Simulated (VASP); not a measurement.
Cd2TeSe (space group R3m): the band gap from VASP (plane waves, PAW) at several levels of theory. Gaps are without spin-orbit coupling. Each level names its cell: its own relaxed one, PBE's, or the starting one. A gap is the smallest over the k-mesh and a band path; hybrids may have named points in place of the path, and GW has the mesh alone.

```csv
level,band gap (eV)
LDA (own cell),0.11
PBEsol (own cell),0.17
```

The cell of the LDA (own cell) run:

Cd$_{2}$SeTe is taken in the trigonal space group R3m, hexagonal axes (No. 160), Pearson symbol hR4. Cell: a = b = 4.3955 Å, c = 21.4917 Å, α = β = 90.00°, γ = 120.00°. Cd1 on 3a has 1 Se at 2.599 Å and 3 Te at 2.738 Å (tetrahedral). Cd2 on 3a is surrounded by 3 Se at 2.651 Å and 1 Te at 2.772 Å (tetrahedral). Te on 3a has 4 Cd at 2.738–2.772 Å (tetrahedral). Se on 3a sees 4 Cd at 2.599–2.651 Å (tetrahedral). (Neighbours: up to the widest gap in distance over summed covalent radii, below 1.35, at either atom; cation-cation and far metal-metal contacts left out.)
(The calculation used a cell of 4 atoms; values per cell refer to that cell.)

Only levels that ran to the end are used. Left out are those held back, those with too coarse a band path, GW runs whose mesh misses a band edge, hybrids' fits of cells that aren't cubic and levels without matching references; a question may draw on a part of the rest.

The structure comes from a computed database's Cd2TeSe entry (R3m); how it stands against other phases isn't given here.
